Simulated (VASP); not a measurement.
An input for Quantum ESPRESSO's pw.x (written as the equivalent of a VASP run, and not itself run):

```
&CONTROL
  calculation = 'scf'
  pseudo_dir = './pseudo'
  outdir = './out'
  tprnfor = .true.
  tstress = .true.
/
&SYSTEM
  ibrav = 0
  nat = 2
  ntyp = 1
  ecutwfc = 78
  occupations = 'tetrahedra'
  input_dft = 'pbe'
  vdw_corr = 'grimme-d3'
  dftd3_version = 4
  dftd3_threebody = .false.
/
&ELECTRONS
  conv_thr = 7.3e-09
  electron_maxstep = 100
/
ATOMIC_SPECIES
  Sc 44.956 Sc.upf
CELL_PARAMETERS angstrom
     1.6349768   -2.8318628    0.0000000
     1.6349768    2.8318628   -0.0000000
     0.0000000    0.0000000    5.0746347
ATOMIC_POSITIONS crystal
  Sc   0.3333330  0.6666670  0.2500000
  Sc   0.6666670  0.3333330  0.7500000
K_POINTS automatic
  14 14 8 0 0 0
```

**Question.** Translate this input to VASP (INCAR, KPOINTS, POSCAR, choice of POTCAR).

**Answer.** One answer among several that fit: 
File POSCAR:
```
Sc
3.2699530
  0.5000000859  -0.8660255270   0.0000000000
  0.5000000859   0.8660255270   0.0000000000
  0.0000000000   0.0000000000   1.5518983558
Sc
2
Direct
  0.3333330000   0.6666670000   0.2500000000
  0.6666670000   0.3333330000   0.7500000000
```

KPOINTS:
```
kpoints
0
gamma
  14 14 8
0 0 0
```

**INCAR**
```
ALGO  =  Normal
EDIFF  =  1E-7
ENCUT  =  520
GGA  =  PE
ISIF  =  2
ISMEAR  =  -5
IVDW  =  12
LASPH  =  .True.
LCHARG  =  .True.
LMAXMIX  =  4
LORBIT  =  11
LREAL  =  .False.
LWAVE  =  .False.
NEDOS  =  601
NELM  =  100
PREC  =  Accurate
SYSTEM  =  Sc
```

POTCAR, in this order: Sc_sv (PBE.64 set). Program: vasp_std.

Limits of the translation: the potentials are each code's own (VASP's PAW set, PseudoDojo norm-conserving files in pw.x), so ENCUT and ecutwfc are chosen apart and not converted; conv_thr bounds pw.x's estimated SCF error, while EDIFF bounds the energy change between steps.

The compound is Sc in the hcp structure. It was relaxed first, which changed the volume by -6 %.
